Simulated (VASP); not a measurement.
# ReBi (F-43m) in VASP: density of states with PBEsol

Aim: the density of states of ReBi with PBEsol.

Program: VASP 6.6.1. These are calculated values, not measurements. Logs are shortened: lines on timing, memory, paths and dates and some standing lists are left out, and cuts for length are marked.

### 1 The structure

Symmetry: F-43m, No. 216, cubic system. Conventional cell: a = 6.135 Å, b = 6.135 Å, c = 6.135 Å, α = 90.00°, β = 90.00°, γ = 90.00°. Re (site symmetry -43m) has 4 Bi at 2.66 Å as nearest neighbours. Bi (site symmetry -43m) has 4 Re at 2.66 Å as nearest neighbours.

The cell comes from a database or a generator and needn't be the stable form of this composition.

### 2 Density of states, PBEsol

Input file POSCAR:

```
ReBi
1.0
    0.0000000000      3.0677205794      3.0677205794
    3.0677205794      0.0000000000      3.0677205794
    3.0677205794      3.0677205794      0.0000000000
Re Bi
1 1
Direct
    0.0000000000      0.0000000000      0.0000000000
    0.2500000000      0.2500000000      0.2500000000
```

Input file INCAR.step1:

```
ALGO = Normal
EDIFF = 1E-7
ENCUT = 520
GGA = PS
ISIF = 2
ISMEAR = 0
LASPH = True
LCHARG = True
LMAXMIX = 4
LREAL = False
LWAVE = False
NBANDS = 18
NELM = 80
PREC = Accurate
SIGMA = 0.05
```

Input file KPOINTS.step1:

```
k-points
0
Gamma
  10 10 10
```

Input file INCAR.step2:

```
ALGO = Normal
EDIFF = 1E-7
ENCUT = 520
GGA = PS
ICHARG = 11
ISIF = 2
ISMEAR = -5
LASPH = True
LCHARG = False
LMAXMIX = 4
LORBIT = 10
LREAL = False
LWAVE = False
NEDOS = 1001
NELM = 80
PREC = Accurate
SIGMA = 0.05
```

Input file KPOINTS.step2:

```
k-points
0
Gamma
  15 15 15
```

Potentials or basis: VASP PAW PBE potentials, release 64 (Re, Bi_d).

Command:

```console
> cat potpaw_PBE.64/Re/POTCAR potpaw_PBE.64/Bi_d/POTCAR > POTCAR
> cp INCAR.step1 INCAR
> cp KPOINTS.step1 KPOINTS
> mpirun -np 1 vasp_std > vasp.out
> cp INCAR.step2 INCAR
> cp KPOINTS.step2 KPOINTS
> mpirun -np 1 vasp_std > vasp.out
```

OUTCAR:

```text
EDIFF = 1E-7
   ENCUT = 520
   GGA = PS
   ICHARG = 11
   ISIF = 2
   ISMEAR = -5
   LASPH = True
   LORBIT = 10
   LREAL = False
   NELM = 80
   PREC = Accurate

 ion  position               nearest neighbor table
   1  0.000  0.000  0.000-   2 2.66   2 2.66   2 2.66   2 2.66
   2  0.250  0.250  0.250-   1 2.66   1 2.66   1 2.66   1 2.66

  LATTYP: Found a face centered cubic cell.
 ALAT       =     6.1354411588

  Lattice vectors:

 A1 = (   0.0000000000,   3.0677205794,   3.0677205794)
 A2 = (   3.0677205794,   0.0000000000,   3.0677205794)
 A3 = (   3.0677205794,   3.0677205794,   0.0000000000)

Analysis of symmetry for initial positions (statically):
=====================================================================
 Subroutine PRICEL returns:
 Original cell was already a primitive cell.

 Routine SETGRP: Setting up the symmetry group for a
 face centered cubic supercell.

 Subroutine GETGRP returns: Found 24 space group operations
 (whereof 24 operations were pure point group operations)
 out of a pool of 48 trial point group operations.

The static configuration has the point symmetry T_d .

Analysis of symmetry for dynamics (positions and initial velocities):
=====================================================================
 Subroutine PRICEL returns:
 Original cell was already a primitive cell.

 Routine SETGRP: Setting up the symmetry group for a
 face centered cubic supercell.

 Subroutine GETGRP returns: Found 24 space group operations
 (whereof 24 operations were pure point group operations)
 out of a pool of 48 trial point group operations.

The dynamic configuration has the point symmetry T_d .

 Subroutine INISYM returns: Found 24 space group operations
 (whereof 24 operations are pure point group operations),
 and found     1 'primitive' translations

----------------------------------------------------------------------------------------

                                     Primitive cell

  volume of cell :      57.7401

  direct lattice vectors                    reciprocal lattice vectors
     0.000000000  3.067720579  3.067720579    -0.162987465  0.162987465  0.162987465
     3.067720579  0.000000000  3.067720579     0.162987465 -0.162987465  0.162987465
     3.067720579  3.067720579  0.000000000     0.162987465  0.162987465 -0.162987465

  length of vectors
     4.338412049  4.338412049  4.338412049     0.282302570  0.282302570  0.282302570

  position of ions in fractional coordinates (direct lattice)
     0.000000000  0.000000000  0.000000000
     0.250000000  0.250000000  0.250000000

  ion indices of the primitive-cell ions
   primitive index   ion index
                 1           1
                 2           2

----------------------------------------------------------------------------------------

 KPOINTS: k-points

Automatic generation of k-mesh.
 Grid dimensions read from file:
 generate k-points for:   15   15   15

 Generating k-lattice:

  Cartesian coordinates                     Fractional coordinates (reciprocal lattice)
    -0.010865831  0.010865831  0.010865831     0.066666667  0.000000000  0.000000000
     0.010865831 -0.010865831  0.010865831     0.000000000  0.066666667  0.000000000
     0.010865831  0.010865831 -0.010865831     0.000000000  0.000000000  0.066666667

  Length of vectors
     0.018820171  0.018820171  0.018820171

  Shift w.r.t. Gamma in fractional coordinates (k-lattice)
     0.000000000  0.000000000  0.000000000

 TETIRR: Found    484 inequivalent tetrahedra from    20250

 Subroutine IBZKPT returns following result:
 ===========================================

 Found    120 irreducible k-points:

 Following reciprocal coordinates:
            Coordinates               Weight
  0.000000  0.000000  0.000000      1.000000
  0.066667  0.000000  0.000000      8.000000
  0.133333  0.000000  0.000000      8.000000
  0.200000  0.000000  0.000000      8.000000
  0.266667  0.000000  0.000000      8.000000
  0.333333  0.000000  0.000000      8.000000
[... 16 lines left out ...]
  0.133333  0.133333  0.000000      6.000000
  0.200000  0.133333  0.000000     24.000000
 [... further k-points ...]
   k-points           NKPTS =    120   k-points in BZ     NKDIM =    120   number of bands    NBANDS=     15
   number of dos      NEDOS =   1001   number of ions     NIONS =      2
   total plane-waves  NPLWV =  32768
   dimension x,y,z NGX =    32 NGY =   32 NGZ =   32
   dimension x,y,z NGXF=    64 NGYF=   64 NGZF=   64
   ions per type =               1   1
   NGX,Y,Z   is equivalent  to a cutoff of  12.26, 12.26, 12.26 a.u.
   NGXF,Y,Z  is equivalent  to a cutoff of  24.52, 24.52, 24.52 a.u.
 SYSTEM =  unknown system
   PREC   = accura    normal or accurate (medium, high low for compatibility)
   ISTART =      0    job   : 0-new  1-cont  2-samecut
   ICHARG =     11    charge: 1-file 2-atom 10-const
   ISPIN  =      1    spin polarized calculation?
   LNONCOLLINEAR =      F non collinear calculations
   LSORBIT =      F    spin-orbit coupling
   LASPH  =      T    aspherical Exc in radial PAW
   ENCUT  =  520.0 eV  38.22 Ry    6.18 a.u.   8.07  8.07  8.07*2*pi/ulx,y,z
   NELM   =     80;   NELMIN=  2; NELMDL=  0     # of ELM steps
   EDIFF  = 0.1E-06   stopping-criterion for ELM
   LREAL  =      F    real-space projection
   EDIFFG = 0.1E-05   stopping-criterion for IOM
   NSW    =      0    number of steps for IOM
   IBRION =     -1    ionic relax: 0-MD 1-quasi-New 2-CG
   NFREE  =      0    steps in history (QN), initial steepest desc. (CG)
   ISIF   =      2    stress and relaxation
   ISYM   =      2    0-nonsym 1-usesym 2-fastsym
   POTIM  = 0.5000    time-step for ionic-motion
   TEBEG  =    0.0;   TEEND  =   0.0 temperature during run
   PSTRESS=    0.0 pullay stress
   NELECT =      22.0000    total number of electrons
   NUPDOWN=      -1.0000    fix difference up-down
   EMIN   =  10.00;   EMAX   =-10.00  energy-range for DOS
   EFERMI =   0.00;   METHOD = LEGACY
   ISMEAR =    -5;   SIGMA  =   0.05  broadening in eV -4-tet -1-fermi 0-gaus
   EFERMI_NEDOS =   21; number of points for ismear=-14 and -15
   IALGO  =     38    algorithm
   IMIX   =      4    mixing-type and parameters
     AMIX     =   0.40;   BMIX     =  1.00
     AMIX_MAG =   1.60;   BMIX_MAG =  1.00
  volume/ion in A,a.u.               =      28.87       194.82
  Fermi-wavevector in a.u.,A,eV,Ry     =   1.186834  2.242791 19.164821  1.408575
  Thomas-Fermi vector in A             =   2.322998
   LORBIT       =     10    0 simple, 1 ext, 2 COOP (PROOUT), +10 PAW based schemes
   GGA     = PS    functional components
   LHFCALC =     F    Hartree Fock is set to
   AEXX    =    0.0000 exact exchange contribution
   IVDW    =     0    specifies the selected vdW correction
   LEPSILON=     F    determine dielectric tensor
   LRPA    =     F    only Hartree local field effects (RPA)
 non-spin polarized calculation
 Fermi weights with tetrahedron method with Bloechl corrections
  energy-cutoff  :      520.00
  volume of cell :       57.74
 maximum number of plane-waves:      1584

 number of electron      21.9999994 magnetization

 Free energy of the ion-electron system (eV)
  ---------------------------------------------------
  ext. energy  EPLUGINS =         0.00000000
  ---------------------------------------------------
  free energy    TOTEN  =       -13.41363181 eV

  energy without entropy =      -13.41363181  energy(sigma->0) =      -13.41363181

 E-fermi :   4.5831     XC(G=0): -10.1678

 val. band max:        4.5834907532   @ k =   0.4667   0.4000   0.0000
 cond. band min:       4.5820717230   @ k =  -0.4000   0.4667   0.0667
 fundamental gap:     -0.0014190302
 Fermi energy:         4.5830514474

 k-point     1 :       0.0000    0.0000    0.0000
  band No.  band energies     occupation
      1     -17.4541      2.00000
      2     -17.4541      2.00000
      3     -17.4541      2.00000
      4     -17.4052      2.00000
      5     -17.4052      2.00000
      6      -7.1390      2.00000
      7       1.9620      2.00000
      8       1.9620      2.00000
      9       1.9620      2.00000
     10       4.4260      2.00000
     11       4.4260      2.00000
     12       7.0647      0.00000
     13      10.6395      0.00000
     14      10.6397      0.00000
     15      10.6400      0.00000

 k-point     2 :       0.0667    0.0000    0.0000
  band No.  band energies     occupation
      1     -17.4550      2.00000
      2     -17.4543      2.00000
      3     -17.4543      2.00000
      4     -17.4049      2.00000
      5     -17.4049      2.00000
      6      -7.1033      2.00000
      7       1.8738      2.00000
      8       1.9803      2.00000
      9       1.9803      2.00000
     10       4.4125      2.00000
     11       4.4125      2.00000
     12       7.1575      0.00000
     13      10.0544      0.00000
     14      10.4424      0.00000
     15      10.4431      0.00000

 k-point     3 :       0.1333    0.0000    0.0000
  band No.  band energies     occupation
      1     -17.4574      2.00000
      2     -17.4544      2.00000
      3     -17.4544      2.00000
      4     -17.4040      2.00000
      5     -17.4040      2.00000
      6      -7.0000      2.00000
      7       1.6449      2.00000
      8       2.0310      2.00000
      9       2.0310      2.00000
     10       4.3810      2.00000
     11       4.3810      2.00000
     12       7.3039      0.00000
     13       9.1099      0.00000
     14      10.0227      0.00000
     15      10.0227      0.00000
[... 343 lines left out ...]
 k-point    23 :       0.1333    0.1333    0.0000
  band No.  band energies     occupation
      1     -17.4601      2.00000
      2     -17.4537      2.00000
      3     -17.4537      2.00000
      4     -17.4048      2.00000
      5     -17.4026      2.00000
      6      -6.9531      2.00000
      7       1.5359      2.00000
      8       2.0716      2.00000
      9       2.0716      2.00000
     10       4.2580      2.00000
     11       4.4529      2.00000
     12       7.4210      0.00000
     13       9.1989      0.00000
     14       9.1989      0.00000
     15      10.0586      0.00000

 k-point    24 :       0.2000    0.1333    0.0000
  band No.  band energies     occupation
      1     -17.4629      2.00000
      2     -17.4538      2.00000
      3     -17.4534      2.00000
      4     -17.4044      2.00000
      5     -17.4012      2.00000
      6      -6.8344      2.00000
      7       1.3249      2.00000
      8       2.1281      2.00000
      9       2.1393      2.00000
     10       4.1861      2.00000
     11       4.4599      2.00000
     12       7.3578      0.00000
     13       8.5326      0.00000
     14       8.7352      0.00000
     15       9.9877      0.00000

 [... further k-points ...]
[... 5 lines left out ...]
  --------------------------------------------------------------------------------------
  -------------------------------------------------------------------------------------
  Total        0.0211475      0.0211475      0.0211475      0.0000000      0.0000000      0.0000000
  in kB        0.5868040      0.5868040      0.5868040      0.0000000      0.0000000      0.0000000
  external PRESSURE =       0.5868040 kB  Pullay stress =       0.0000000 kB

 VOLUME and BASIS-vectors are now :
 -----------------------------------------------------------------------------
  energy-cutoff  :      520.00
  volume of cell :       57.74
      direct lattice vectors                 reciprocal lattice vectors
     0.000000000  3.067720579  3.067720579    -0.162987465  0.162987465  0.162987465
     3.067720579  0.000000000  3.067720579     0.162987465 -0.162987465  0.162987465
     3.067720579  3.067720579  0.000000000     0.162987465  0.162987465 -0.162987465

 POSITION                                       TOTAL-FORCE (eV/Angst)
 -----------------------------------------------------------------------------------
      0.00000      0.00000      0.00000         0.000000      0.000000      0.000000
      1.53386      1.53386      1.53386        -0.000000     -0.000000     -0.000000
 -----------------------------------------------------------------------------------
    total drift:                                0.000000      0.000000      0.000000

  FREE ENERGIE OF THE ION-ELECTRON SYSTEM (eV)
  ---------------------------------------------------
  free  energy   TOTEN  =       -13.4136318149 eV

  energy  without entropy=      -13.4136318149  energy(sigma->0) =      -13.41363181

 total charge

# of ion       s       p       d       tot
------------------------------------------
    1        0.503   0.264   5.029   5.796
    2        1.413   1.665   9.991  13.070
--------------------------------------------------
tot          1.916   1.929  15.021  18.866
```

Run time: 1.7 min. Hardware: 1 thread of Intel Xeon Platinum 8488C (Sapphire Rapids), shared host; peak memory 0.25 GiB.

Results:

```
Valence electrons inside the program's atomic spheres : Re 5.80; Bi 13.07
```

Levels at points of the mesh, in eV from the Fermi level:
```
           k point  band 8  band 9  band 10  band 11  band 12  band 13  band 14  band 15
(0.00, 0.00, 0.00)   -2.62   -2.62    -0.16    -0.16     2.48     6.06     6.06     6.06
```

States per cell in windows of 1 eV (zero at the Fermi level; states under -8 eV left out):
```csv
from (eV),total,Re1_d,Bi2_p,Re1_p,Re1_s,Bi2_d,Bi2_s
-8.0,0.00,0.00,0.00,0.00,0.00,0.00,0.00
-7.0,0.00,0.00,0.00,0.00,0.00,0.00,0.00
-6.0,0.00,0.00,0.00,0.00,0.00,0.00,0.00
-5.0,0.40,0.05,0.10,0.00,0.07,0.00,0.00
-4.0,1.63,0.24,0.42,0.04,0.26,0.01,0.02
-3.0,3.07,1.29,0.83,0.09,0.04,0.02,0.00
-2.0,0.94,0.36,0.29,0.05,0.00,0.01,0.00
-1.0,4.08,3.07,0.04,0.02,0.04,0.11,0.00
0.0,1.75,1.11,0.06,0.05,0.09,0.04,0.01
1.0,1.47,0.79,0.11,0.10,0.05,0.02,0.02
2.0,1.63,0.68,0.20,0.15,0.05,0.02,0.05
3.0,0.89,0.28,0.15,0.10,0.02,0.02,0.02
4.0,0.46,0.09,0.08,0.05,0.02,0.01,0.02
5.0,1.15,0.15,0.13,0.10,0.04,0.04,0.09
6.0,0.66,0.12,0.03,0.05,0.02,0.03,0.05
7.0,0.07,0.01,0.00,0.01,0.00,0.00,0.00
```

Caveat: the PAW data sets were made with another functional, which shifts forces and pressure a little; spin-orbit coupling is left out, which moves the levels of the heavy elements; tetrahedron occupations give inexact forces and stress in metals.
